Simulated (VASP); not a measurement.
Cs2InAgCl6, 10 atoms in the cell. The structure is cubic, space group Fm-3m (No. 225). Conventional cell: a = 10.469 Å, b = 10.469 Å, c = 10.469 Å, α = 90.00°, β = 90.00°, γ = 90.00°. Cs (site symmetry -43m) has 12 Cl at 3.70 Å as nearest neighbours. Around In (site symmetry m-3m) lie 6 Cl at 2.51 Å. Around Ag (site symmetry m-3m) lie 6 Cl at 2.72 Å. Cl (site symmetry 4mm) has 1 In at 2.51 Å and 1 Ag at 2.72 Å as nearest neighbours. 

* Program: VASP 6.6.1
* Task: single point
* Functional: PBEsol
* Potentials or basis: VASP PAW PBE potentials, release 64 (Cs_sv, In_d, Ag, Cl)
* Cutoff: 520 eV
* k mesh: 4 × 4 × 4
* Occupations: fermi-dirac, width 0.05 eV
* Spin: no spin polarisation
* Hubbard terms: Ag d U = 6 eV
* Further INCAR settings: ALGO = Normal; EDIFF = 1e-06

Potentials or basis: VASP PAW PBE potentials, release 64 (Cs_sv, In_d, Ag, Cl).

Run with:

```sh
$ cat potpaw_PBE.64/Cs_sv/POTCAR potpaw_PBE.64/In_d/POTCAR potpaw_PBE.64/Ag/POTCAR potpaw_PBE.64/Cl/POTCAR > POTCAR
$ mpirun -np 1 vasp_std > vasp.out
```

Hardware: 1 thread of Intel(R) Xeon(R) Platinum 8488C (Sapphire Rapids), with other jobs on the host.

Question: Estimate the wall time of this run.

Answer: Wall time 4.2 min on 1 thread of Intel(R) Xeon(R) Platinum 8488C (Sapphire Rapids) (shared host), peak memory 0.49 GiB. Counts: scf iterations 14, k points 8.
